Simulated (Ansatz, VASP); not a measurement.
# SrLiH3 in two plane-wave programs, part 2 of 2

Wanted: the spread between two codes on one cell, functional and k mesh. The cell is generated by rule, not measured, and may not be a known phase. The cell is taken from a series of runs on this material, whose earlier steps may have relaxed, scaled, displaced or heated it; both programs get it as it stands.

VASP 6.6.1 and Ansatz 0.2.0.

So far: The structure; VASP: relaxation of cell and atoms, PBEsol.

## (3) Ansatz: relaxation of cell and atoms, PBEsol

Level of this step: Ansatz beside VASP: Kohn-Sham DFT, plane waves, PBEsol (Ansatz).

Ansatz runs on its default PAW (the set named soft_2) files.

The same cell, functional and mesh now go to Ansatz, which takes its cutoff from its data sets.

input.yaml reads:

```yaml
crystal:
  lattice:
    - [2.8525827311, 1.6469394077, 5.6564704253]
    - [-2.8525827311, 1.6469394077, 5.6564704253]
    - [0.0, -3.2938788154, 5.6564704253]
  atoms:
    - { symbol: Li, position: [0.25, 0.25, 0.25] }
    - { symbol: Li, position: [0.75, 0.75, 0.75] }
    - { symbol: Sr, position: [0.5, 0.5, 0.5] }
    - { symbol: Sr, position: [0.0, 0.0, 0.0] }
    - { symbol: H, position: [0.9363187939, 0.25, 0.5636812061] }
    - { symbol: H, position: [0.0636812061, 0.75, 0.4363187939] }
    - { symbol: H, position: [0.4363187939, 0.0636812061, 0.75] }
    - { symbol: H, position: [0.5636812061, 0.9363187939, 0.25] }
    - { symbol: H, position: [0.75, 0.4363187939, 0.0636812061] }
    - { symbol: H, position: [0.25, 0.5636812061, 0.9363187939] }
kpoints:
  mp_grid: { grid: [6, 6, 6] }
hamiltonian:
  xc: pbesol
scf:
  occupations: { method: fixed }
output:
  forces: true
  stress: true
  eigenvalues: true
relax:
  adjacent_minimum: "off"
  f_tol: 0.001
  max_steps: 60
  cell: { stress_tol: 0.01 }
```

Started as:

```
> ansatz run input.yaml --threads 8 --pin off --max-ram 14336MiB --backend cpu --events-out ev --progress --plain --runs-dir out
```

Numbers of over 12 decimals in the logs are rounded to 6 here.

What it wrote:

```text
Engine: ansatz 0.2.0, aarch64-unknown-linux-gnu
Pseudopotentials: kind: paw
Pseudopotential: Li, paw, valence charge 3, recommended cutoff 420 eV (normal), Li.paw.azcp
Pseudopotential: Sr, paw, valence charge 10, recommended cutoff 420 eV (normal), Sr.paw.azcp
Pseudopotential: H, paw, valence charge 1, recommended cutoff 420 eV (normal), H.paw.azcp
Functional definition: PBEsol
  exchange = pbesol_x
  correlation = pbesol_c
Crystal: 10 atoms, lattice volume = 159.446 Å³
Basis set: ecut = 420 eV, 3121 PW (Γ), exchange–correlation on 90×90×90 points (8 copies of the dense FFT grid, shifted against one another)
Bands: 26, of which v1, the nominal top of the filled ones, is band 16 counted from 1 (15 counted from 0)
Symmetry: 12 space group operations
Space group: R-3c (ITA 167), of the structure as read, at distance tolerance 5.4e-5 Å
k-points: 32 of 216
Non-local potential: Li, projectors of the file, l = 0: 3, l = 1: 2, l = 2: 1
Non-local potential: Sr, projectors of the file, l = 0: 3, l = 1: 2, l = 2: 2
Non-local potential: H, projectors of the file, l = 0: 2, l = 1: 1
PAW form: soft (Blöchl's): semilocal exchange-correlation on the pseudo side does not see the compensation charge
PAW frozen core: Sr, regenerated for the run's functional, and the local potential with it (the file was generated under x = pbe(κ = 0.804, μ = 0.219515), c = pbe(β = 0.066725))
PAW one-centre angular grid: Li, 110 points (default); XC on 64 Gauss nodes
PAW one-centre angular grid: Sr, 110 points (default); XC on 64 Gauss nodes
PAW one-centre angular grid: H, 110 points (default); XC on 64 Gauss nodes
Initial density: superposition of atomic densities (neutral atoms: chi_scale 0, normalization atom), corrected by the library's trained network
Initial wavefunctions: pseudopotential atomic-orbital guess
Functional: x = pbesol(κ = 0.804, μ = 0.123457), c = pbesol(β = 0.046)
SCF iter   1: F=—  HF=-7487.771863 eV  |F-HF|=—  |Δ(HF+E_count)|=         —  Δρ=6.82e-3  dr2=6.63e-2  ethr=1.77e-3  ⟨swp⟩=5.1  Hψ=3855  notcnv=0  defer=176
preconditioner: auto → Resta (q_TF=auto, 2.088 Å⁻¹)  ε∞=3.3  [insulator: Δε(μ)=1.878 eV  Ē_g=6.658 eV  n_scr=20 (ndim 8)  ℏωp=10.2 eV  f_vac=0.000  ε∞_Penn≈3.3]
SCF iter   2: F=—  HF=-7487.754273 eV  |F-HF|=—  |Δ(HF+E_count)|=   1.76e-2  Δρ=2.93e-3  dr2=1.40e-2  ethr=2.07e-4  ⟨swp⟩=2.2  Hψ=1203  notcnv=0  defer=244
SCF iter   3: F=—  HF=-7487.750300 eV  |F-HF|=—  |Δ(HF+E_count)|=   3.97e-3  Δρ=3.23e-4  dr2=1.59e-4  ethr=4.39e-5  ⟨swp⟩=2.6  Hψ=1033  notcnv=0  defer=251
SCF iter   4: F=—  HF=-7487.750437 eV  |F-HF|=—  |Δ(HF+E_count)|=   1.37e-4  Δρ=8.38e-5  dr2=7.27e-6  ethr=4.98e-7  ⟨swp⟩=2.4  Hψ=1165  notcnv=0  defer=248
SCF iter   5: F=—  HF=-7487.750492 eV  |F-HF|=—  |Δ(HF+E_count)|=   5.40e-5  Δρ=2.80e-5  dr2=8.02e-7  ethr=2.27e-8  ⟨swp⟩=2.6  Hψ=1256  notcnv=0  defer=149
SCF iter   6: F=-7487.750492 eV  HF=-7487.750492 eV  |F-HF|=2.17e-8  |Δ(HF+E_count)|=   6.73e-7  Δρ=3.28e-6  dr2=1.91e-8  ethr=3.13e-10  ⟨swp⟩=15.8  Hψ=6570  notcnv=0
SCF 1 converged in 6 iterations: F = -7487.750492 eV  dr2 = 1.91e-8
  greatest PAW one-centre occupation: 1.000 electrons in one spin orbital (limit 2), on the Li atom at site 1 (counted from 0), in its partial waves of l = 0
relax step   1: F+E_penalty+E_count = -7487.75049222 eV  Δ(F+E_penalty+E_count) = +0.000e0 eV  max|allowed force component| = 9.666e-5 eV/Å  Δτ_max = 0.0000 Å  P = +0.001 GPa  Ω = 159.446 Å³  (6 SCF iters, dr2 threshold 1.00e-7 eV, accepted)
Initial density: handed on by an earlier stage of this run
Initial wavefunctions: pseudopotential atomic-orbital guess (no wavefunctions were taken with the density)
iter 1 solved again at ethr=2.62e-7 eV; its pass at ethr=3.10e-3 eV (dr2=8.37e-5 eV) is discarded
SCF iter   1: F=—  HF=-7487.750442 eV  |F-HF|=—  |Δ(HF+E_count)|=         —  Δρ=3.10e-6  dr2=1.77e-8  ethr=2.62e-7  ⟨swp⟩=4.0  Hψ=6197  notcnv=0  defer=248
eigensolver tolerance schedule: the retry pair's looser diagonalisation over-reported the residual by 4725.28 of it (diagonalisation noise at 0.66 of the residual, at the tolerance the schedule requests for it); recorded, not acted on — ethr = c·dr2/N_el stays at c = 1.0e-1
preconditioner: auto → Resta (q_TF=auto, 2.088 Å⁻¹)  ε∞=3.3  [insulator: Δε(μ)=1.984 eV  Ē_g=6.740 eV  n_scr=20 (ndim 8)  ℏωp=10.2 eV  f_vac=0.000  ε∞_Penn≈3.3]
SCF iter   2: F=—  HF=-7487.750492 eV  |F-HF|=—  |Δ(HF+E_count)|=   4.97e-5  Δρ=2.19e-6  dr2=9.23e-9  ethr=5.54e-11  ⟨swp⟩=3.2  Hψ=1574  notcnv=0  defer=246
SCF iter   3: F=—  HF=-7487.750492 eV  |F-HF|=—  |Δ(HF+E_count)|=   1.11e-8  Δρ=8.56e-7  dr2=7.13e-10  ethr=2.89e-11  ⟨swp⟩=3.0  Hψ=1256  notcnv=0  defer=246
SCF iter   4: F=—  HF=-7487.750492 eV  |F-HF|=—  |Δ(HF+E_count)|=  1.00e-11  Δρ=4.88e-7  dr2=2.09e-10  ethr=2.23e-12  ⟨swp⟩=2.0  Hψ=1188  notcnv=0  defer=246
SCF iter   5: F=—  HF=-7487.750492 eV  |F-HF|=—  |Δ(HF+E_count)|=  2.09e-11  Δρ=8.61e-8  dr2=6.71e-12  ethr=1.00e-12  ⟨swp⟩=2.2  Hψ=1098  notcnv=0  defer=246
SCF iter   6: F=-7487.750492 eV  HF=-7487.750492 eV  |F-HF|=0.00e0  |Δ(HF+E_count)|=    0.00e0  Δρ=3.71e-8  dr2=1.13e-12  ethr=1.00e-12  ⟨swp⟩=16.9  Hψ=6822  notcnv=0
SCF 2 converged in 6 iterations: F = -7487.750492 eV  dr2 = 1.13e-12
relax step   2: F+E_penalty+E_count = -7487.75049223 eV  Δ(F+E_penalty+E_count) = -2.725e-9 eV  max|allowed force component| = 9.423e-5 eV/Å  Δτ_max = 0.0000 Å  P = +0.001 GPa  Ω = 159.446 Å³  stress off target by 2.21e-3 GPa  SCF on the basis re-selected at this cell (its energy is not comparable with the rows above)  (6 SCF iters)
basis re-selected at this cell: Δ(F+E_penalty+E_count) = -2.725e-9 eV, ΔP = +0.000 GPa vs the last step (what re-selecting the basis moved, of the pressure what is left beyond the Pulay correction that the steps carried, after the strain that the cell walked since its last selection, with what the two solves' SCF thresholds leave and, on support functions, any second-order correction that the steps lacked; it is no m [...]
SCF converged after 6 iterations
Free energy (F): -7487.750492 eV
Harris-Foulkes:  -7487.750492 eV  (|F-HF|=0.00e0)
Internal energy: -7487.750492 eV  (E = F + TS)
E sigma→0 (E₀):  -7487.750492 eV
Fermi energy:    1.528524 eV
--- Per-component energies (eV) ---
  E_band       = -461.725547
  E_kinetic    = 612.686434
  E_local      = -1873.658046  (includes V_loc(G=0)·N_el)
  E_nonlocal   = 349.265437
  E_hartree    = 489.066854
  E_xc         = -416.357412
  E_vxc        = -417.916185  (∫ρ·V_xc dr)
  E_paw        = -5330.929549  (= ΣΔE_a)
  E_vpaw       = -110.230009  (= ΣTr[D̂ρ^β])
  E_aug_tail   = -0.006870  (compensation charges beyond the density's cutoff)
  E_ewald      = -1318.086036
  E_core_change = 0.268695  (= ΣΔE_core)
  E_smearing   = -0.000000  (= −TS)
  E_closure    = 0.000000  (closes the sum)
  Σ components = -7487.750492   (vs F -7487.750492, Δ=0.00e0)
--- Forces (eV/Å), atoms counted from 1 ---
  atom   1  Li    -0.00000000     0.00000000     0.00000000
  atom   2  Li     0.00000000     0.00000000     0.00000000
  atom   3  Sr     0.00000000    -0.00000000     0.00000000
  atom   4  Sr     0.00000000     0.00000000    -0.00000000
  atom   5  H      0.00004711     0.00008160    -0.00000000
  atom   6  H     -0.00004711    -0.00008160     0.00000000
  atom   7  H      0.00009423     0.00000000     0.00000000
  atom   8  H     -0.00009423     0.00000000     0.00000000
  atom   9  H     -0.00004711     0.00008160    -0.00000000
  atom  10  H      0.00004711    -0.00008160     0.00000000
  max |Σ_I F_I| component: 8.13e-20 eV/Å
--- Stress (GPa, compression-positive) ---
        0.000222       0.000000       0.000000
        0.000000       0.000222      -0.000000
        0.000000      -0.000000       0.002213
  P = ⅓ Tr σ = 0.0009 GPa (0.009 kbar)
--- Band table (eV; the first three rows and the last of 32) ---
  k-point 0: bands = [... 12 lower, 0.0461, 0.8900, 1.5285, 1.5285, 3.5120, 4.6832, 4.6832, 7.5273, ... 6 higher]
  k-point 1: bands = [... 12 lower, 0.1098, 0.8458, 1.2635, 1.3351, 3.7497, 4.7966, 4.9207, 6.9635, ... 6 higher]
  k-point 2: bands = [... 12 lower, 0.2782, 0.7100, 0.7610, 0.9533, 4.2900, 4.8833, 5.3960, 6.5967, ... 6 higher]
  k-point 31: bands = [... 12 lower, 0.6911, 0.6911, 0.6911, 0.6911, 5.7366, 5.7366, 5.7366, 5.7366, ... 6 higher]
--- Relaxed structure (1 steps of the walk, 1 accepted, 1 SCFs on fresh bases) ---
  F+E_penalty+E_count = -7487.75049223 eV   max|allowed force component| = 9.423e-5 eV/Å   (the final SCF, on the basis selected at the relaxed cell)
  cell:  # Å, volume = 159.4456 Å³
    - [2.852583, 1.646939, 5.6564704253]
    - [-2.852583, 1.646939, 5.6564704253]
    - [0.0, -3.293879, 5.6564704253]
  atoms:
    - { symbol: Li, position: [0.250000, 0.250000, 0.25] }
    - { symbol: Li, position: [0.75, 0.75, 0.750000] }
    - { symbol: Sr, position: [0.500000, 0.500000, 0.5] }
    - { symbol: Sr, position: [0.0, 0.0, 0.0] }
    - { symbol: H, position: [0.936319, 0.250000, 0.5636812061] }
    - { symbol: H, position: [0.063681, 0.75, 0.4363187939] }
    - { symbol: H, position: [0.436319, 0.063681, 0.75] }
    - { symbol: H, position: [0.5636812061, 0.9363187939, 0.250000] }
    - { symbol: H, position: [0.75, 0.436319, 0.0636812061] }
    - { symbol: H, position: [0.25, 0.5636812061, 0.9363187939] }
```

## (4) Comparison

Known differences besides the potentials themselves: fixed occupations in Ansatz, narrow Gaussian smearing in VASP; the cutoff is 420 eV in Ansatz and 750 eV in VASP; Ansatz makes its cores anew for this functional, VASP keeps those of its PBE data sets; Ansatz adds a Pulay correction to the stress that steers its cell, VASP none. Total energies have different zeros and are not compared.

Both answers:

```csv
quantity,Ansatz,VASP,difference
volume (Å³),159.45,159.61,-0.10 %
"edge a after relaxation, in the typed setting (Å)",6.546,6.548,-0.03 %
```

## (5) VASP: zone-centre phonons, PBEsol

Second derivatives magnify differences that forces hide, and they need a tight electronic threshold. This pair takes another cell of the material, with 5 atoms against 10 for the pair before.

INCAR reads:

```
SYSTEM = SrLiH3
PREC = Accurate
ENCUT = 750
EDIFF = 1E-08
NELM = 120
ISMEAR = 0
SIGMA = 0.01
LREAL = .FALSE.
ALGO = Normal
GGA = PS
NBANDS = 14
LORBIT = 11
LWAVE = .FALSE.
LCHARG = .FALSE.
ISIF = 2
IBRION = 8
LEPSILON = .TRUE.
LASPH = .TRUE.
GGA_COMPAT = .FALSE.
EFERMI = MIDGAP
KPAR = 4
```

POSCAR reads:

```
SrLiH3
1.0
    4.5923772974      0.0000000000      0.0000000000
    0.0000000000      4.5923772974      0.0000000000
    0.0000000000      0.0000000000      4.5923772974
Li Sr H
1 1 3
Direct
    0.0000000000      0.0000000000      0.0000000000
    0.5000000000      0.5000000000      0.5000000000
    0.5000000000      0.5000000000      0.0000000000
    0.5000000000      0.0000000000      0.5000000000
    0.0000000000      0.5000000000      0.5000000000
```

KPOINTS reads:

```
Automatic mesh
0
Gamma
8 8 8
0 0 0
```

The projector-augmented-wave data sets are Li_sv, Sr_sv and H (PBE family, release 64).

Started as:

```
> mpirun -np 4 vasp_std
```

What it wrote:

```text
[banner, memory and clock lines left out]
running    4 mpi-ranks, on    1 nodes
[...]
[... a notice as in an earlier step ...]

 LDA part: xc-table for (Slater+PW92), standard interpolation
 POSCAR, INCAR and KPOINTS ok, starting setup
[...]
entering main loop
       N       E                     dE             d eps       ncg     rms          rms(c)
DAV:   1     0.758585765525E+02    0.75859E+02   -0.73296E+03   980   0.127E+03
DAV:   2    -0.839865199664E+01   -0.84257E+02   -0.77364E+02  1198   0.231E+02
DAV:   3    -0.155159993646E+02   -0.71173E+01   -0.70832E+01  1872   0.548E+01
DAV:   4    -0.156125700279E+02   -0.96571E-01   -0.96494E-01  1264   0.740E+00
[...]
DAV:  15    -0.138431682880E+02    0.56664E-07   -0.21439E-07  1264   0.322E-03    0.123E-03
DAV:  16    -0.138431683268E+02   -0.38807E-07   -0.18131E-08  1294   0.108E-03    0.270E-03
DAV:  17    -0.138431683185E+02    0.83073E-08   -0.13208E-09   862   0.349E-04
   1 F= -.13843168E+02 E0= -.13843168E+02  d E =0.000000E+00
[...]
RMM:  13    -0.172485214361E-01    0.65876E-08    0.22674E-08  8815   0.402E-05    0.431E-06
 first order change of Fermi-energy  -0.12320E-02
 force on displaced ion       3 direction 1 :   0.517   0.000   0.000
 Born effective charge ion    3 direction 1 :  -1.018   0.000   0.000
 Linear response progress:
  Degree of freedom:   4/  4
       N       E                     dE             d eps       ncg     rms          rms(c)
RMM:   1    -0.161017711467E-01   -0.16102E-01    0.22251E-03  4389   0.490E-01
RMM:   2    -0.161451081513E-01   -0.43337E-04   -0.93944E-04  4378   0.877E-02    0.345E-01
RMM:   3    -0.165163933379E-01   -0.37129E-03   -0.21978E-04  4229   0.539E-02    0.183E-01
RMM:   4    -0.171674381603E-01   -0.65104E-03   -0.10566E-04  4084   0.441E-02    0.964E-03
[...]
RMM:  14    -0.172819631572E-01   -0.21166E-07    0.12932E-07  4844   0.361E-05    0.556E-06
RMM:  15    -0.172819687172E-01   -0.55601E-08   -0.11114E-07  4429   0.273E-05    0.638E-06
RMM:  16    -0.172819715675E-01   -0.28503E-08    0.32065E-08  3818   0.226E-05    0.360E-06
 first order change of Fermi-energy  -0.13048E-03
 force on displaced ion       3 direction 3 :  -0.000  -0.000  -6.149
 Born effective charge ion    3 direction 3 :   0.000   0.000  -0.986
 Born effective charges drift removed
 Linear response finished
```

From OUTCAR (step 5):

```text
  Total        0.0362558      0.0362558      0.0362558     -0.0000000     -0.0000000      0.0000000
  in kB        0.5997566      0.5997566      0.5997566     -0.0000000     -0.0000000      0.0000000
  external PRESSURE =       0.5997566 kB  Pullay stress =       0.0000000 kB

 MACROSCOPIC STATIC DIELECTRIC TENSOR IONIC CONTRIBUTION
 ------------------------------------------------------
           0.539890    -0.000000     0.000000
          -0.000000     0.539890     0.000000
           0.000000     0.000000     0.539890
 ------------------------------------------------------

[... 2 further parts left out ...]
```

Energies printed during the response cycles are not total energies of the cell. The dielectric response converges more slowly with the mesh than energies do, so tensor and charges may still move on a finer one. With imaginary modes the cell is no minimum, so the ionic parts of its dielectric, piezoelectric and elastic tensors have no meaning.

## (6) Ansatz: zone-centre phonons, PBEsol

The same cell, functional and mesh now go to Ansatz, which takes its cutoff from its data sets.

The cell is taken from a series of runs on this material, whose earlier steps may have relaxed, scaled, displaced or heated it; both programs get it as it stands.

input.yaml reads:

```yaml
crystal:
  lattice:
    - [4.5923772974, 0.0, 0.0]
    - [0.0, 4.5923772974, 0.0]
    - [0.0, 0.0, 4.5923772974]
  atoms:
    - { symbol: Li, position: [0.0, 0.0, 0.0] }
    - { symbol: Sr, position: [0.5, 0.5, 0.5] }
    - { symbol: H, position: [0.5, 0.5, 0.0] }
    - { symbol: H, position: [0.5, 0.0, 0.5] }
    - { symbol: H, position: [0.0, 0.5, 0.5] }
kpoints:
  mp_grid: { grid: [8, 8, 8] }
hamiltonian:
  xc: pbesol
scf:
  occupations: { method: fixed }
output:
  eigenvalues: true
phonons:
  method: dfpt
  dielectric: true
  rigid_motions: translations
```

Started as:

```
> ansatz run input.yaml --threads 8 --pin off --max-ram 14336MiB --backend cpu --events-out ev --progress --plain --runs-dir out
```

What it wrote:

```text
[...]
Crystal: 5 atoms, lattice volume = 96.853 Å³
Basis set: ecut = 420 eV, 1863 PW (Γ), exchange–correlation on 64×64×64 points (8 copies of the dense FFT grid, shifted against one another)
Bands: 13, of which v1, the nominal top of the filled ones, is band 8 counted from 1 (7 counted from 0)
Symmetry: 48 space group operations
k-points: 170 of 512 (irreducible under 2 space group operations, time reversal used)
[...]
optical modes at Γ + LO–TO along q̂ = [1.0000, 0.0000, 0.0000]:
      ω (cm⁻¹)  modes    IR ((D/Å)²/amu)
[...]
optical modes at Γ + LO–TO along q̂ = [0.0000, 1.0000, 0.0000]:
      ω (cm⁻¹)  modes    IR ((D/Å)²/amu)
[...]
optical modes at Γ + LO–TO along q̂ = [0.0000, 0.0000, 1.0000]:
      ω (cm⁻¹)  modes    IR ((D/Å)²/amu)
[...]
241.57      2             8.1733
        411.66      1            39.0117
       1287.16      2            41.4288
       1341.29      1            29.3064
[key lines of the parts left out:]
SCF converged after 8 iterations
Free energy (F): -3742.316088 eV
Fermi energy:    0.729304 eV
```

## (7) Comparison

What differs besides the data sets and the points named for the pairs above, as far as they apply: VASP's response is taken on the typed mesh, Ansatz refines its own for the field response alone. Total energies have different zeros and are not compared.

Both answers:

```csv
quantity,Ansatz,VASP,difference
ε∞ xx,3.84,3.86,-0.37 %
ε∞ yy,3.84,3.86,-0.37 %
ε∞ zz,3.84,3.86,-0.37 %
Born charge of Li1 (mean of the diagonal) (e),1.42,1.43,0.00
Born charge of Sr2 (mean of the diagonal) (e),1.60,1.60,0.00
Born charge of H3 (mean of the diagonal) (e),-1.01,-1.01,0.00
"optical mode 1 to 3 (imaginary, printed as negative) (cm⁻¹)",-421.0,-424.2,+3.1
"optical mode 4 to 6 (imaginary, printed as negative) (cm⁻¹)",-418.9,-421.9,+3.0
optical mode 7 to 9 (cm⁻¹),241.6,240.2,+0.55 %
optical mode 10 to 12 (cm⁻¹),1287.2,1300.3,-1.01 %
```

Modes are paired by rising frequency, not by their patterns, so a pair may set unlike modes beside each other; they are those without the splitting of longitudinal modes.

## (8) What came out

* difference in volume (relaxation of cell and atoms, PBEsol): -0.10 %
* r.m.s. difference of the optical zone-centre modes, each program's sorted by frequency (zone-centre phonons, PBEsol): 6.9 cm⁻¹
* difference in optical mode 10 to 12 (zone-centre phonons, PBEsol): -1.0 %

In words: The difference in volume is -0.10 % (relaxation of cell and atoms, PBEsol), within the 1.2 % picked in this series as the mark of a large difference, as far as the stopping tolerances let one tell. Among the rows given in per cent, the largest difference of the zone-centre phonons, PBEsol pair is in optical mode 10 to 12, -1.0 %. 4 further runs of this series are not shown here. How closely two codes agree says nothing of how well the functional describes the real material.

[Lines on the potential files, build, host, timing and source positions are cut from VASP's logs without a mark.]

[Logs are printed without paths, hosts, clocks, repeated set-up lines and the standing remarks that a program may print on its own settings, such as how far it seeks lower states.]

[Hosts, paths, dates, database ids (printed as entryN), source tags and the programs' standing remarks are cut or masked in the printed files.]
